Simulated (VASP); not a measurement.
**MnSn (space group P6_3/mmc): computed properties**

The numbers are results of PBEsol GGA, VASP's PBE PAW potentials (set 64) (plane waves; VASP), not measurements.

```json
{
 "space_group": "P6_3/mmc (194)",
 "cell": "a = 3.9725 Å, b = 3.9725 Å, c = 5.4469 Å, α = 90.00°, β = 90.00°, γ = 120.00°",
 "volume_per_atom": "18.61 Å³/atom",
 "band gap (over mesh and band path)": "none (metal, semimetal or under 0.01 eV)",
 "cell_moment": "5.22 μB",
 "density": "7.75 g/cm³"
}
```

```xyz
4
Lattice="3.9725 0.0000 0.0000 -1.9863 3.4403 0.0000 0.0000 0.0000 5.4469" Properties=species:S:1:pos:R:3 pbc="T T T"
Mn     0.0000     0.0000     2.7235
Mn     0.0000     0.0000     0.0000
Sn     0.0000     2.2935     1.3617
Sn     1.9863     1.1468     4.0852
```

The run has a spin-polarised start. Unless said otherwise, spin-orbit coupling is left out, though it shifts the bands of the heavy elements here.

The structure comes from a computed database's MnSn entry (P6_3/mmc); how it stands against other phases isn't given here. It was relaxed first, which changed the volume by -6 %. Symmetry was kept, so distortions that lower it aren't found.
